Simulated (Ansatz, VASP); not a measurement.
## SnO2 (Cassiterite): VASP beside Ansatz

Aim: how closely do two programs agree when they are given the same cell, functional and k mesh? The cell is taken from a series of runs on this material, whose earlier steps may have relaxed, scaled, displaced or heated it; both programs get it as it stands.

Program: Ansatz 0.2.0. Level of theory: plane waves, with VASP 6.6.1 beside it; PBE0 form with 35 % exact exchange with an exact-exchange share of 0.35. Results are calculated unless marked as measured.

## Step 1: Set-up

The structure is tetragonal, space group P4_2/mnm (No. 136). Conventional cell: a = 4.738 Å, b = 4.738 Å, c = 3.187 Å, α = 90.00°, β = 90.00°, γ = 90.00°. Nearest to Sn lie 6 O at 2.05 to 2.06 Å. O has 3 Sn at 2.05 to 2.06 Å nearest. Farther neighbours and most contacts between anions are not listed.

As a file:

```cif
data_structure
_symmetry_space_group_name_H-M 'P 1'
_symmetry_Int_Tables_number 1
_cell_length_a 4.7380
_cell_length_b 4.7380
_cell_length_c 3.1865
_cell_angle_alpha 90.000
_cell_angle_beta 90.000
_cell_angle_gamma 90.000
_cell_volume 71.53
loop_
_atom_site_label
_atom_site_type_symbol
_atom_site_fract_x
_atom_site_fract_y
_atom_site_fract_z
_atom_site_occupancy
Sn1 Sn 0.00000 0.00000 0.00000 1
Sn2 Sn 0.50000 0.50000 0.50000 1
O3 O 0.30710 0.30710 0.00000 1
O4 O 0.19290 0.80710 0.50000 1
O5 O 0.69290 0.69290 0.00000 1
O6 O 0.80710 0.19290 0.50000 1
```

## Step 2: VASP: G0W0 gap, PBE0 form with 35 % exact exchange with an exact-exchange share of 0.35

Quasiparticle shifts depend on high empty states and on the cores, so they are the hardest test of two PAW sets.

Lines of VASP's logs that name or quote its potential files are left out, and so is its time.

The run reads the wave functions of an earlier VASP run, which isn't shown here.

Contents of INCAR:

```
SYSTEM = SnO2
PREC = Accurate
ENCUT = 440
ISMEAR = 0
SIGMA = 0.01
LREAL = .FALSE.
LHFCALC = .TRUE.
AEXX = 0.35
GGA = PE
LASPH = .TRUE.
NBANDS = 328
PRECFOCK = Fast
ALGO = EVGW0
NELMGW = 1
ENCUTGW = 150
NOMEGA = 64
NBANDSGW = 40
LWAVE = .FALSE.
LCHARG = .FALSE.
```

Contents of POSCAR:

```
SnO2
1.0
    4.7380000000      0.0000000000      0.0000000000
    0.0000000000      4.7380000000      0.0000000000
    0.0000000000      0.0000000000      3.1865000000
Sn O
2 4
Direct
    0.0000000000      0.0000000000      0.0000000000
    0.5000000000      0.5000000000      0.5000000000
    0.3071000000      0.3071000000      0.0000000000
    0.1929000000      0.8071000000      0.5000000000
    0.6929000000      0.6929000000      0.0000000000
    0.8071000000      0.1929000000      0.5000000000
```

Contents of KPOINTS:

```
Automatic mesh
0
Gamma
4 4 4
0 0 0
```

Potentials, in the order of the species: Sn_d_GW and O_GW (PBE family, release 64).

Command:

```bash
> mpirun -np 8 vasp_std
```

Numbers of over 12 decimals in the logs are rounded to 6 here.

The program printed:

```text
[banner, memory and clock lines left out]
running    8 mpi-ranks, on    1 nodes
 distrk:  each k-point on    8 cores,    1 groups
 distr:  one band on    1 cores,    8 groups

 POSCAR found type information on POSCAR SnO
 POSCAR found :  2 types and       6 ions
|                                                                             |
|           W    W    AA    RRRRR   N    N  II  N    N   GGGG   !!!           |
|           W    W   A  A   R    R  NN   N  II  NN   N  G    G  !!!           |
|           W    W  A    A  R    R  N N  N  II  N N  N  G       !!!           |
|           W WW W  AAAAAA  RRRRR   N  N N  II  N  N N  G  GGG   !            |
|           WW  WW  A    A  R   R   N   NN  II  N   NN  G    G                |
|           W    W  A    A  R    R  N    N  II  N    N   GGGG   !!!           |
|                                                                             |
|     For optimal performance we recommend to set                             |
|       NCORE = 2 up to number-of-cores-per-socket                            |
|     NCORE specifies how many cores store one orbital (NPAR=cpu/NCORE).      |
|     This setting can greatly improve the performance of VASP for DFT.       |
|     The default, NCORE=1 might be grossly inefficient on modern             |
|     multi-core architectures or massively parallel machines. Do your        |
|     Unfortunately you need to use the default for GW and RPA                |
|     calculations (for HF NCORE is supported but not extensively tested      |
|     yet).                                                                   |
|                                                                             |

|                                                                             |
|           W    W    AA    RRRRR   N    N  II  N    N   GGGG   !!!           |
|           W    W   A  A   R    R  NN   N  II  NN   N  G    G  !!!           |
|           W    W  A    A  R    R  N N  N  II  N N  N  G       !!!           |
|           W WW W  AAAAAA  RRRRR   N  N N  II  N  N N  G  GGG   !            |
|           WW  WW  A    A  R   R   N   NN  II  N   NN  G    G                |
|           W    W  A    A  R    R  N    N  II  N    N   GGGG   !!!           |
|                                                                             |
|     The default for ENCUTGWSOFT is different in this version of VASP.       |
|     please manually set ENCUTGWSOFT =150 in the INCAR file.                 |
|                                                                             |

 LDA part: xc-table for (Slater+PW92), standard interpolation
 found WAVECAR, reading the header
 POSCAR, INCAR and KPOINTS ok, starting setup
 FFT: planning ... GRIDC
 FFT: planning ... GRID_SOFT
 FFT: planning ... GRID
 reading WAVECAR
 the WAVECAR file was read successfully
 initial charge from wavefunction
 available memory per node:     64.96 GB, setting MAXMEM to     66514

 The Fermi energy was updated, please check that it is located mid-gap
 values below the HOMO (VB) or above the LUMO (CB) will cause erroneous energies
 E-fermi :   4.2956

 calculate exact exchange contribution
 the WAVEDER file was read successfully
energies w=
    0.000    0.000    0.604    0.000    1.206    0.000    1.805    0.000
    2.401    0.000    2.991    0.000    3.576    0.000    4.153    0.000
    4.724    0.000    5.287    0.000    5.842    0.000    6.389    0.000
    6.929    0.000    7.462    0.000    7.988    0.000    8.508    0.000
    9.022    0.000    9.532    0.000   10.038    0.000   10.541    0.000
   11.042    0.000   11.542    0.000   12.043    0.000   12.545    0.000
   13.050    0.000   13.558    0.000   14.072    0.000   14.593    0.000
   15.122    0.000   15.662    0.000   16.213    0.000   16.778    0.000
   17.360    0.000   17.960    0.000   18.582    0.000   19.229    0.000
   19.903    0.000   20.609    0.000   21.352    0.000   22.136    0.000
   22.967    0.000   23.853    0.000   24.802    0.000   25.822    0.000
   26.926    0.000   28.127    0.000   29.440    0.000   30.888    0.000
   32.493    0.000   34.287    0.000   36.310    0.000   38.611    0.000
   41.254    0.000   44.327    0.000   47.945    0.000   52.271    0.000
   57.536    0.000   64.080    0.000   72.432    0.000   83.452    0.000
   98.638    0.000  120.872    0.000  156.464    0.000  222.444    0.000
 responsefunction array rank=     320
 LDA part: xc-table for (Slater+PW92), standard interpolation

 min. memory requirement per mpi rank    365.2 MB, per node   2921.8 MB

 allocating   8 responsefunctions rank=   320
 shmem allocating  64 responsefunctions rank=   320
 response function shared by NCSHMEM nodes    1
 Doing            8  frequencies on each core in blocks of           64
NQ=   1    0.0000    0.0000    0.0000,
|.........|.........|.........|.........|.........|.........|.........|.........
 performed       1477000 updates of chi_q(r,r)
 total number of BLAS operations       1172.74 Gflops
NQ=   2    0.2500    0.0000    0.0000,
|.........|.........|.........|.........|.........|.........|.........|.........
 performed       3846000 updates of chi_q(r,r)
 total number of BLAS operations       2822.41 Gflops
NQ=   3    0.5000    0.0000    0.0000,
|.........|.........|.........|.........|.........|.........|.........|.........
 performed       5638000 updates of chi_q(r,r)
 total number of BLAS operations       4095.69 Gflops
NQ=   4    0.2500    0.2500    0.0000,
|.........|.........|.........|.........|.........|.........|.........|.........
 performed       7587000 updates of chi_q(r,r)
 total number of BLAS operations       5453.07 Gflops
NQ=   5    0.5000    0.2500    0.0000,
|.........|.........|.........|.........|.........|.........|.........|.........
 performed       9956000 updates of chi_q(r,r)
 total number of BLAS operations       7047.29 Gflops
NQ=   6    0.5000    0.5000    0.0000,
|.........|.........|.........|.........|.........|.........|.........|.........
 performed      11433000 updates of chi_q(r,r)
 total number of BLAS operations       8000.56 Gflops
NQ=   7    0.0000    0.0000    0.2500,
|.........|.........|.........|.........|.........|.........|.........|.........
 performed      13277000 updates of chi_q(r,r)
 total number of BLAS operations       9346.54 Gflops
NQ=   8    0.2500    0.0000    0.2500,
|.........|.........|.........|.........|.........|.........|.........|.........
 performed      15961000 updates of chi_q(r,r)
 total number of BLAS operations      11240.86 Gflops
NQ=   9    0.5000    0.0000    0.2500,
|.........|.........|.........|.........|.........|.........|.........|.........
 performed      18330000 updates of chi_q(r,r)
 total number of BLAS operations      12835.08 Gflops
NQ=  10    0.2500    0.2500    0.2500,
|.........|.........|.........|.........|.........|.........|.........|.........
 performed      20804000 updates of chi_q(r,r)
 total number of BLAS operations      14616.72 Gflops
NQ=  11    0.5000    0.2500    0.2500,
|.........|.........|.........|.........|.........|.........|.........|.........
 performed      23488000 updates of chi_q(r,r)
 total number of BLAS operations      16523.82 Gflops
NQ=  12    0.5000    0.5000    0.2500,
|.........|.........|.........|.........|.........|.........|.........|.........
 performed      25332000 updates of chi_q(r,r)
 total number of BLAS operations      17816.84 Gflops
NQ=  13    0.0000    0.0000    0.5000,
|.........|.........|.........|.........|.........|.........|.........|.........
 performed      26809000 updates of chi_q(r,r)
 total number of BLAS operations      18894.78 Gflops
NQ=  14    0.2500    0.0000    0.5000,
|.........|.........|.........|.........|.........|.........|.........|.........
 performed      29178000 updates of chi_q(r,r)
 total number of BLAS operations      20533.29 Gflops
NQ=  15    0.5000    0.0000    0.5000,
|.........|.........|.........|.........|.........|.........|.........|.........
 performed      30970000 updates of chi_q(r,r)
 total number of BLAS operations      21858.35 Gflops
NQ=  16    0.2500    0.2500    0.5000,
|.........|.........|.........|.........|.........|.........|.........|.........
 performed      32919000 updates of chi_q(r,r)
 total number of BLAS operations      23280.91 Gflops
NQ=  17    0.5000    0.2500    0.5000,
|.........|.........|.........|.........|.........|.........|.........|.........
 performed      35288000 updates of chi_q(r,r)
 total number of BLAS operations      25079.18 Gflops
NQ=  18    0.5000    0.5000    0.5000,
|.........|.........|.........|.........|.........|.........|.........|.........
 performed      36765000 updates of chi_q(r,r)
 total number of BLAS operations      26171.45 Gflops
 resolving degeneracies of screened two electron integrals

 calculate QP shifts <psi_nk| G(iteration)W_0 |psi_nk>: iteration 1
 entering main loop
```

OUTCAR, selected parts (step 2):

```text
ion  position               nearest neighbor table
   1  0.000  0.000  0.000-   4 2.05   6 2.05   4 2.05   6 2.05   5 2.06   3 2.06
   2  0.500  0.500  0.500-   3 2.05   5 2.05   3 2.05   5 2.05   4 2.06   6 2.06
   3  0.307  0.307  0.000-   2 2.05   2 2.05   1 2.06
   4  0.193  0.807  0.500-   1 2.05   1 2.05   2 2.06
   5  0.693  0.693  0.000-   2 2.05   2 2.05   1 2.06
   6  0.807  0.193  0.500-   1 2.05   1 2.05   2 2.06

  LATTYP: Found a simple tetragonal cell.
 ALAT       =     4.7380000000
 C/A-ratio  =     0.6725411566

 Subroutine GETGRP returns: Found 16 space group operations
 (whereof  8 operations were pure point group operations)

The static configuration has the point symmetry D_2h.
 The point group associated with its full space group is D_4h.

 Found     18 irreducible k-points:

   k-points           NKPTS =     18   k-points in BZ     NKDIM =     64   number of bands    NBANDS=    328

   dimension x,y,z NGX =    32 NGY =   32 NGZ =   24
   dimension x,y,z NGXF=    64 NGYF=   64 NGZF=   48

   ENCUT  =  440.0 eV  32.34 Ry    5.69 a.u.   8.10  8.10  5.45*2*pi/ulx,y,z

   NELECT =      52.0000    total number of electrons

  energy-cutoff  :      440.00
  volume of cell :       71.53
      direct lattice vectors                 reciprocal lattice vectors
     4.738000000  0.000000000  0.000000000     0.211059519  0.000000000  0.000000000
     0.000000000  4.738000000  0.000000000     0.000000000  0.211059519  0.000000000
     0.000000000  0.000000000  3.186500000     0.000000000  0.000000000  0.313823945

 k-points in reciprocal lattice and weights: Automatic mesh
   0.00000000  0.00000000  0.00000000       0.016
   0.25000000  0.00000000  0.00000000       0.062
   0.50000000  0.00000000  0.00000000       0.031
   0.25000000  0.25000000  0.00000000       0.062
   0.50000000  0.25000000  0.00000000       0.062
   0.50000000  0.50000000  0.00000000       0.016
   0.00000000  0.00000000  0.25000000       0.031
   0.25000000  0.00000000  0.25000000       0.125
   0.50000000  0.00000000  0.25000000       0.062
[...]
0.50000000  0.25000000  0.50000000       0.062
   0.50000000  0.50000000  0.50000000       0.016

 E-fermi :   4.2956

 QP shifts <psi_nk| G(iteration)W_0 |psi_nk>: iteration 1
 for sc-GW calculations column KS-energies equals QP-energies in previous step
 and V_xc(KS)=  KS-energies - (<T + V_ion + V_H > + <T+V_H+V_ion>^1  + <V_x>^1)
 k-point   1 :       0.0000    0.0000    0.0000
  band No.  KS-energies  QP-energies   sigma(KS)   V_xc(KS)     V^pw_x(r,r')   Z            occupation Imag(sigma)
    ...
     23       0.9307       1.4926     -21.1816     -21.8652     -24.8057       0.8219       2.0000       0.0559
     24       1.1996       1.8908     -21.3501     -22.1983     -25.4618       0.8150       2.0000       0.0587
     25       1.1996       1.8908     -21.3501     -22.1983     -25.4618       0.8150       2.0000       0.0587
     26       1.8815       2.5925     -21.6862     -22.5599     -26.0857       0.8138       2.0000       0.0598
     27       6.7098       6.8804     -13.2528     -13.4489      -9.8652       0.8702       0.0000      -0.0250
     28      11.9668      11.9570      -9.8905      -9.8792      -5.8976       0.8730       0.0000      -0.0442
     29      11.9668      11.9570      -9.8905      -9.8792      -5.8976       0.8730       0.0000      -0.0442
     30      11.9878      12.1493     -11.9222     -12.1103      -7.8238       0.8591       0.0000      -0.0419
    ...

 k-point   2 :       0.2500    0.0000    0.0000
  band No.  KS-energies  QP-energies   sigma(KS)   V_xc(KS)     V^pw_x(r,r')   Z            occupation Imag(sigma)
    ...
     23       0.9514       1.5180     -21.1956     -21.8847     -24.8184       0.8223       2.0000       0.0556
     24       0.9834       1.5579     -21.2260     -21.9249     -24.8449       0.8220       2.0000       0.0555
     25       1.2327       1.9223     -21.3629     -22.2087     -25.4810       0.8154       2.0000       0.0589
     26       1.5913       2.2714     -21.3708     -22.2067     -25.7230       0.8135       2.0000       0.0598
     27       7.9873       8.2575     -14.1053     -14.4186     -10.8353       0.8624       0.0000      -0.0265
     28      11.4816      11.7029     -12.7284     -12.9867      -8.8207       0.8568       0.0000      -0.0401
     29      12.2267      12.2159      -9.8134      -9.8009      -5.8431       0.8724       0.0000      -0.0444
     30      12.4751      12.4896     -10.0776     -10.0943      -5.9888       0.8694       0.0000      -0.0447
    ...

 k-point   3 :       0.5000    0.0000    0.0000
  band No.  KS-energies  QP-energies   sigma(KS)   V_xc(KS)     V^pw_x(r,r')   Z            occupation Imag(sigma)
    ...
     23       0.9896       1.5653     -21.2241     -21.9243     -24.8436       0.8222       2.0000       0.0555
     24       0.9896       1.5653     -21.2241     -21.9243     -24.8436       0.8222       2.0000       0.0555
     25       1.3023       1.9809     -21.3137     -22.1459     -25.4818       0.8154       2.0000       0.0594
     26       1.3023       1.9809     -21.3137     -22.1459     -25.4818       0.8154       2.0000       0.0594
     27      10.1061      10.4260     -14.1716     -14.5453     -10.5977       0.8563       0.0000      -0.0336
     28      10.1061      10.4260     -14.1716     -14.5453     -10.5977       0.8563       0.0000      -0.0336
     29      12.7592      12.7756     -10.0010     -10.0199      -5.9824       0.8695       0.0000      -0.0451
     30      12.7592      12.7756     -10.0010     -10.0199      -5.9824       0.8695       0.0000      -0.0451
    ...

 k-point   4 :       0.2500    0.2500    0.0000
  band No.  KS-energies  QP-energies   sigma(KS)   V_xc(KS)     V^pw_x(r,r')   Z            occupation Imag(sigma)
    ...
     23       0.8868       1.4427     -21.1224     -21.7989     -24.7463       0.8217       2.0000       0.0558
     24       0.9926       1.5691     -21.2254     -21.9264     -24.8433       0.8223       2.0000       0.0554
     25       1.0734       1.7394     -21.2173     -22.0365     -25.4455       0.8130       2.0000       0.0604
     26       1.3722       2.0319     -21.1924     -22.0037     -25.5527       0.8131       2.0000       0.0605
     27       8.8550       9.1654     -14.3662     -14.7279     -11.0125       0.8586       0.0000      -0.0291
     28      11.2131      11.4388     -12.8676     -13.1309      -8.9677       0.8575       0.0000      -0.0391
     29      12.6573      12.6777     -10.0696     -10.0930      -6.0053       0.8692       0.0000      -0.0449
     30      12.7363      12.8266     -10.8296     -10.9339      -6.9064       0.8654       0.0000      -0.0447
    ...

[... 4 further parts left out ...]
```

[end of part 1 of 2]

[Lines on the potential files, build, host, timing and source positions are cut from VASP's logs without a mark.]

[Logs are printed without paths, hosts, clocks, repeated set-up lines and the standing remarks that a program may print on its own settings, such as how far it seeks lower states.]

[Hosts, paths, dates, database ids (printed as entryN), source tags and the programs' standing remarks are cut or masked in the printed files.]
